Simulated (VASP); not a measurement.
Given:

```yaml
crystal:
  lattice:
    - [-3.65117, 3.65117, 3.20607]
    - [3.65117, -3.65117, 3.20607]
    - [3.65117, 3.65117, -3.20607]
  atoms:
    - { symbol: V, position: [0.25000, 0.75000, 0.50000] }
    - { symbol: V, position: [0.50000, 0.50000, 0.00000] }
    - { symbol: Bi, position: [0.00000, 0.00000, 0.00000] }
    - { symbol: Bi, position: [0.75000, 0.25000, 0.50000] }
    - { symbol: O, position: [0.67033, 0.48888, 0.81855] }
    - { symbol: O, position: [0.23888, 0.92033, 0.31855] }
    - { symbol: O, position: [0.67033, 0.85178, 0.18145] }
    - { symbol: O, position: [0.60178, 0.92033, 0.68145] }
    - { symbol: O, position: [0.07967, 0.39822, 0.31855] }
    - { symbol: O, position: [0.51112, 0.32967, 0.18145] }
    - { symbol: O, position: [0.07967, 0.76112, 0.68145] }
    - { symbol: O, position: [0.14822, 0.32967, 0.81855] }
```

Computed with PBEsol GGA, VASP's PBE PAW potentials (set 64) (plane waves; VASP 6.6.1). Numerical set-up: 520 eV cut-off, 6×6×6 Γ-centred mesh, Gaussian smearing of 0.010 eV, potentials V_sv Bi_d O.

Q: The job: VBiO₄ (space group I4_1/amd), 12 atoms, PBEsol, optics run with many empty bands, 520 eV, 6×6×6 Γ-centred mesh. Roughly how much core time does it take on a busy server core?

A: About 30 core-minutes (one run on a shared machine, a rough figure). It had 30 irreducible k-points, 186 bands, up to 4622 plane waves and 18 electronic steps.

The structure comes from a computed database's VBiO4 entry (I4_1/amd); how it stands against other phases isn't given here. It was relaxed first.
